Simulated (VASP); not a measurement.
```xyz
2
Lattice="0.0000 2.7371 2.7371 2.7371 0.0000 2.7371 2.7371 2.7371 0.0000" Properties=species:S:1:pos:R:3 pbc="T T T"
K      5.4743     5.4743     5.4743
F      2.7371     2.7371     2.7371
```

Calculation: HSE06 screened hybrid, VASP's PBE PAW potentials (set 64) (plane waves; VASP 6.6.1). Numerical set-up: 520 eV cut-off, 6×6×6 Γ-centred mesh, Gaussian smearing of 0.050 eV, potentials K_sv F.

### Question
Give the stress tensor in GPa (positive for a compressed cell).

### Answer

```
-1.55   0.00   0.00
 0.00  -1.55   0.00
 0.00   0.00  -1.55
```
The pressure is its mean diagonal, -1.55 GPa.

The compound is KF in the rock salt structure. This cell is one point of a volume scan, at 1.03 of the reference volume. The cell's shape comes from a PBE relaxation.
